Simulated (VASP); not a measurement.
Here is the system:

```xyz
4
Lattice="1.2406 -2.1488 0.0000 1.2406 2.1488 0.0000 0.0000 0.0000 6.7143" Properties=species:S:1:pos:R:3 pbc="T T T"
C      0.0000     0.0000     1.6786
C      0.0000     0.0000     5.0357
C      1.2406     0.7163     1.6786
C      1.2406    -0.7163     5.0357
```

Level of theory: r2SCAN+rVV10, VASP's PBE PAW potentials (set 64) (plane waves; VASP 6.6.1). Run with 520 eV cut-off, 10×10×4 Γ-centred mesh, Gaussian smearing of 0.050 eV, potentials C.

### Question
The ions and cell shape at fixed volume are relaxed. Give the cell that the relaxation ends in.

### Answer

```xyz
4
Lattice="1.2295 -2.1296 0.0000 1.2295 2.1296 0.0000 0.0000 0.0000 6.8362" Properties=species:S:1:pos:R:3 pbc="T T T"
C      0.0000     0.0000     1.7090
C      0.0000     0.0000     5.1271
C      1.2295     0.7099     1.7090
C      1.2295    -0.7099     5.1271
```
Space group P6_3/mmc (194), at a tolerance of 0.03 Å.

### Question
How much energy does the relaxation gain?

### Answer
The energy (σ→0) changes by -6.0 meV/atom, in 3 ionic steps.

| step | E(σ→0) (eV) | max force (eV/Å) | pressure (GPa) | volume (Å³) |
|---|---|---|---|---|
| 1 | -39.4122 | 0.000 | -7.99 | 35.80 |
| 2 | -39.4354 | 0.000 | 0.45 | 35.80 |
| 3 | -39.4361 | 0.000 | -0.84 | 35.80 |

The compound is C in the graphite structure. This cell is one point of a volume scan, at 1.03 of the reference volume. Symmetry was kept, so distortions that lower it aren't found.
